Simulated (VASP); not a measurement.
Data:

```
Re
1.0
    1.38000    -2.39023     0.00000
    1.38000     2.39023     0.00000
    0.00000     0.00000     4.46000
Re
2
Direct
  0.33333   0.66667   0.25000
  0.66667   0.33333   0.75000
```

The numbers are results of vdW-DF2, VASP's PBE PAW potentials (set 64) (plane waves; VASP), not measurements. Numerical set-up: 520 eV cut-off, 14×14×8 Γ-centred mesh, first-order Methfessel-Paxton smearing of 0.10 eV, potentials Re.

Energy and stress use the plane-wave basis of the starting cell.

**Question.** The ions, cell shape and volume are relaxed. What does this cell relax into?

**Answer.** 
```
Re
1.0
    1.41696    -2.45425     0.00000
    1.41696     2.45425     0.00000
    0.00000     0.00000     4.58172
Re
2
Direct
  0.33333   0.66667   0.25000
  0.66667   0.33333   0.75000
```
Space group P6_3/mmc (194), at a tolerance of 0.03 Å.

**Question.** How do energy and volume change from the first to the last step?

**Answer.** The energy (σ→0) changes by -106.6 meV/atom and the volume by +8.3 %, in 5 ionic steps.

The compound is Re in the hcp structure. This run relaxes it. Symmetry was kept, so distortions that lower it aren't found.
